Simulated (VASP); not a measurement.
Ga4As2P2 (ordered alloy cell): computed properties

Computed with PBEsol GGA, VASP's PBE PAW potentials (set 64) (plane waves; VASP 6.6.1).

```json
{
 "space_group": "R3m (160)",
 "cell": "a = b = 3.9220 Å, c = 38.3942 Å, α = β = 90.00°, γ = 120.00°",
 "volume_per_atom": "21.31 Å³/atom",
 "band gap (over mesh and band path)": "0.97 eV",
 "smallest direct gap (over mesh and band path)": "0.97 eV",
 "band_edge_character": "direct, Γ to Γ",
 "density": "4.78 g/cm³"
}
```

```xyz
8
Lattice="0.0000 2.7733 2.7733 2.7733 0.0000 2.7733 11.0867 11.0867 0.0065" Properties=species:S:1:pos:R:3 pbc="T T T"
Ga     2.8280     2.8280     5.4919
Ga     5.5459     5.5459     5.5473
Ga     5.4888     5.4888     0.0578
Ga     8.3142     8.3142     0.0057
P      1.4104     1.4104     1.3629
P      4.1305     4.1305     1.4161
As     6.9053     6.9053     1.4145
As     9.7285     9.7285     1.3647
```

The structure was generated: Ga4As2P2 was put into an ordered model structure (R3m), which need not be its known phase. It was relaxed first. Symmetry was kept, so distortions that lower it aren't found.
